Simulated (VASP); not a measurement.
Consider the following.

```yaml
crystal:
  lattice:
    - [3.99000, 0.00000, 0.00000]
    - [0.00000, 3.99000, 0.00000]
    - [0.00000, 0.00000, 3.99000]
  atoms:
    - { symbol: K, position: [0.00000, 0.00000, 0.00000] }
    - { symbol: Ta, position: [0.50000, 0.50000, 0.50000] }
    - { symbol: O, position: [0.50000, 0.00000, 0.50000] }
    - { symbol: O, position: [0.00000, 0.50000, 0.50000] }
    - { symbol: O, position: [0.50000, 0.50000, 0.00000] }
```

Computed with PBEsol GGA, VASP's PBE PAW potentials (set 64) (plane waves; VASP). Numerical set-up: 520 eV cut-off, 7×7×7 Γ-centred mesh, Gaussian smearing of 0.010 eV, potentials K_sv Ta_pv O.

**Question.** Estimate the energy per atom (σ→0).

**Answer.** 
| Item | Value |
|---|---|
| energy per atom (σ→0) | -8.584 eV/atom |

Total energies compare only between runs with the same potentials, cut-off and functional.

The compound is KTaO3 in the cubic perovskite structure. The cell was not relaxed at this level.
